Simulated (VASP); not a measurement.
Input:

```yaml
crystal:
  lattice:
    - [0.00000, 3.10000, 3.10000]
    - [3.10000, 0.00000, 3.10000]
    - [3.10000, 3.10000, 0.00000]
  atoms:
    - { symbol: Ba, position: [0.00000, 0.00000, 0.00000] }
    - { symbol: F, position: [0.25000, 0.25000, 0.25000] }
    - { symbol: F, position: [0.75000, 0.75000, 0.75000] }
```

These are PBE GGA, VASP's PBE PAW potentials (set 64) (plane waves; VASP) values and carry that method's errors. Numerical set-up: 400 eV cut-off, 5×5×5 Γ-centred mesh, Fermi-Dirac smearing of 0.020 eV, potentials Ba_sv F.

At this cut-off the stress carries a Pulay error, which pulls relaxed volumes low.

Give the stress tensor in GPa (positive for a compressed cell).

```
-3.61   0.00   0.00
 0.00  -3.61   0.00
 0.00   0.00  -3.61
```
The pressure is its mean diagonal, -3.61 GPa.

The structure is a typed BaF2 crystal. The cell was not relaxed at this level.
